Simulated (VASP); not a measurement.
Level of theory: PBE GGA, VASP's PBE PAW potentials (set 64) (plane waves; VASP).

VASP ran on this input.

File POSCAR:
```
FeAl
1
    2.7504761040    -0.0000000000    -0.0000000000
   -0.0000000000     2.7504761040    -0.0000000000
    0.0000000000     0.0000000000     2.7504761040
Al Fe
1 1
Direct
  0.5000000000   0.5000000000   0.5000000000
  0.0000000000   0.0000000000   0.0000000000
```

### KPOINTS
```
Automatic mesh
0
Gamma
13 13 13
0 0 0
```

**INCAR**
```
SYSTEM = FeAl
PREC = Accurate; ENCUT = 500; LREAL = .FALSE.
LASPH = .TRUE.
EDIFF = 1E-6; NELM = 100; ALGO = Normal
LMAXMIX = 4
ISMEAR = 1; SIGMA = 0.1
GGA = PE
IBRION = 2; NSW = 40; ISIF = 3
EDIFFG = -0.02; PSTRESS = 300
LWAVE = .FALSE.; LCHARG = .FALSE.
```

POTCAR, in this order: Al Fe (PBE.64 set). Program: vasp_std.

Task: What will the output report for the number of irreducible k-points (NKPTS), largest plane-wave count, number of space-group operations, FFT grid (NGX, NGY, NGZ)?

Result: 
The number of irreducible k-points (NKPTS) comes out as 84, the largest plane-wave count comes out as 540 and the number of space-group operations comes out as 48. The FFT grid (NGX, NGY, NGZ) is 20 × 20 × 20.

The compound is FeAl in the CsCl type structure. It was relaxed first under an external pressure of 30 GPa. The run is not spin-polarised, so no magnetic state was tried. The electron count is odd and the run is not spin-polarised, which forces a metal.
